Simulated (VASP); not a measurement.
Output of a VASP run:

File OSZICAR:
```
       N       E                     dE             d eps       ncg     rms          rms(c)
DAV:   1     0.101164878138E+03    0.10116E+03   -0.69798E+03  1456   0.111E+03
DAV:   2    -0.457768042609E+00   -0.10162E+03   -0.99859E+02  1551   0.274E+02
DAV:   3    -0.687662483865E+01   -0.64189E+01   -0.63939E+01  1901   0.792E+01
DAV:   4    -0.704184146791E+01   -0.16522E+00   -0.16517E+00  1785   0.156E+01
DAV:   5    -0.704948051177E+01   -0.76390E-02   -0.76389E-02  2087   0.259E+00    0.373E+00
DAV:   6    -0.696079465433E+01    0.88686E-01   -0.17512E-01  1944   0.684E+00    0.217E+00
DAV:   7    -0.695074863566E+01    0.10046E-01   -0.67361E-02  1895   0.269E+00    0.607E-01
DAV:   8    -0.695189543905E+01   -0.11468E-02   -0.73333E-03  1811   0.113E+00    0.221E-01
DAV:   9    -0.695252530867E+01   -0.62987E-03   -0.89043E-04  1659   0.295E-01    0.711E-02
DAV:  10    -0.695260276044E+01   -0.77452E-04   -0.63978E-05  1809   0.595E-02    0.289E-02
DAV:  11    -0.695264778140E+01   -0.45021E-04   -0.81667E-05  1546   0.622E-02    0.184E-02
DAV:  12    -0.695264846186E+01   -0.68046E-06   -0.10393E-06  1796   0.786E-03    0.705E-03
DAV:  13    -0.695264940555E+01   -0.94368E-06   -0.17917E-06  1556   0.783E-03    0.338E-03
DAV:  14    -0.695264925707E+01    0.14847E-06   -0.60324E-08  1383   0.302E-03    0.102E-03
DAV:  15    -0.695264926449E+01   -0.74162E-08   -0.16595E-08   833   0.147E-03
   1 F= -.69526493E+01 E0= -.69526493E+01  d E =0.000000E+00
```

**OUTCAR**
```
------------------------ aborting loop because EDIFF is reached ----------------------------------------
  FORCE on cell =-STRESS in cart. coord.  units (eV):
  Direction    XX          YY          ZZ          XY          YZ          ZX
  --------------------------------------------------------------------------------------
  Total       -0.0004076     -0.0004076     -0.0004076     -0.0000000      0.0000000      0.0000000
  in kB       -0.0089522     -0.0089522     -0.0089522     -0.0000000      0.0000000      0.0000000
  external PRESSURE =      -0.0089522 kB  Pullay stress =       0.0000000 kB
  volume of cell :       72.95
      direct lattice vectors                 reciprocal lattice vectors
     0.000000000  3.316390771  3.316390771    -0.150766310  0.150766310  0.150766310
     3.316390771  0.000000000  3.316390771     0.150766310 -0.150766310  0.150766310
     3.316390771  3.316390771  0.000000000     0.150766310  0.150766310 -0.150766310
  FREE ENERGIE OF THE ION-ELECTRON SYSTEM (eV)
  ---------------------------------------------------
  free  energy   TOTEN  =        -6.9526492645 eV

  energy  without entropy=       -6.9526492645  energy(sigma->0) =       -6.95264926

 total charge

# of ion       s       p       d       tot
------------------------------------------
    1        0.875   0.653   9.859  11.388
    2        1.143   1.296   0.017   2.456
--------------------------------------------------
tot          2.018   1.949   9.876  13.844
```
(Selected blocks of OUTCAR.)

### POSCAR
```
InSb
1
    0.0000000000     3.3163907709     3.3163907709
    3.3163907709     0.0000000000     3.3163907709
    3.3163907709     3.3163907709     0.0000000000
In Sb
1 1
Direct
  0.0000000000   0.0000000000   0.0000000000
  0.2500000000   0.2500000000   0.2500000000
```

Q: Write an INCAR and KPOINTS that could have produced this output.

A: This is not unique; one that fits is the input of the run itself, PBE GGA, plane waves, VASP's PBE PAW potentials (set 64).

INCAR:
```
SYSTEM = InSb
PREC = Accurate
ENCUT = 400
EDIFF = 1E-7
NELM = 100
ALGO = Normal
LREAL = .FALSE.
LASPH = .TRUE.
ISMEAR = -5
GGA = PE
LMAXMIX = 4
LWAVE = .FALSE.
LCHARG = .TRUE.
LORBIT = 11
NEDOS = 601
ISIF = 2
```

KPOINTS:
```
Regular mesh
0
Gamma
11 11 11
0 0 0
```

POTCAR, in this order: In_d Sb (PBE.64 set). Program: vasp_std.

For a metal the tetrahedron method with Blöchl corrections gives inexact stress and forces.

The compound is InSb in the zinc blende structure. It was relaxed first, which changed the volume by +7 %.
